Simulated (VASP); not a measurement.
VASP ran on this input.

### KPOINTS
```
Automatic mesh
0
G
5 5 2
0 0 0
```

File POSCAR:
```
Re3B
1
    1.4450000000    -4.6565000000     0.0000000000
    1.4450000000     4.6565000000     0.0000000000
    0.0000000000     0.0000000000     7.2580000000
B Re
2 6
Direct
  0.2560000000   0.7440000000   0.2500000000
  0.7440000000   0.2560000000   0.7500000000
  0.5738000000   0.4262000000   0.2500000000
  0.4262000000   0.5738000000   0.7500000000
  0.8655000000   0.1345000000   0.0620000000
  0.1345000000   0.8655000000   0.5620000000
  0.1345000000   0.8655000000   0.9380000000
  0.8655000000   0.1345000000   0.4380000000
```

**INCAR**
```
SYSTEM = Re3B
PREC = Accurate
ENCUT = 400
EDIFF = 1E-6
NELM = 100
ALGO = Normal
LREAL = .FALSE.
LASPH = .TRUE.
ISMEAR = -1
SIGMA = 0.1
LMAXMIX = 6
LWAVE = .FALSE.
LCHARG = .FALSE.
ISIF = 2
```

POTCAR, in this order: B Re (LDA.64 set). Program: vasp_std.

Task: Translate this LDA calculation to Ansatz.

Result: One equivalent input (not run):
Ansatz 0.2 input:
```yaml
crystal:
  lattice:
    - [1.4450000, -4.6565000, 0.0000000]
    - [1.4450000, 4.6565000, 0.0000000]
    - [0.0000000, 0.0000000, 7.2580000]
  atoms:
    - { symbol: B, position: [0.2560000, 0.7440000, 0.2500000] }
    - { symbol: B, position: [0.7440000, 0.2560000, 0.7500000] }
    - { symbol: Re, position: [0.5738000, 0.4262000, 0.2500000] }
    - { symbol: Re, position: [0.4262000, 0.5738000, 0.7500000] }
    - { symbol: Re, position: [0.8655000, 0.1345000, 0.0620000] }
    - { symbol: Re, position: [0.1345000, 0.8655000, 0.5620000] }
    - { symbol: Re, position: [0.1345000, 0.8655000, 0.9380000] }
    - { symbol: Re, position: [0.8655000, 0.1345000, 0.4380000] }
kpoints:
  mp_grid: { grid: [5, 5, 2] }
hamiltonian:
  xc: lda
  pseudopotentials: { kind: paw }
scf:
  occupations: { method: fermi_dirac, width: 0.1 }
  max_iter: 100
output: { forces: true, stress: true, eigenvalues: true }
```
What does not carry over: each code has its own PAW files, so the cut-off isn't converted (ENCUT is set for VASP's; basis.ecutwfc is left out, and Ansatz then takes the one that its files recommend); Ansatz stops its SCF on the density residual and VASP on the energy change (EDIFF); Ansatz's lda is the Perdew-Wang form, while the LDA potentials of VASP carry Perdew-Zunger's.

The structure comes from a measured Re3B entry of the Crystallography Open Database, whose conditions weren't checked. The cell was not relaxed at this level. The k-mesh is coarse (spacing up to 0.46 per Å, 2π included), so the numbers may not be converged in it.
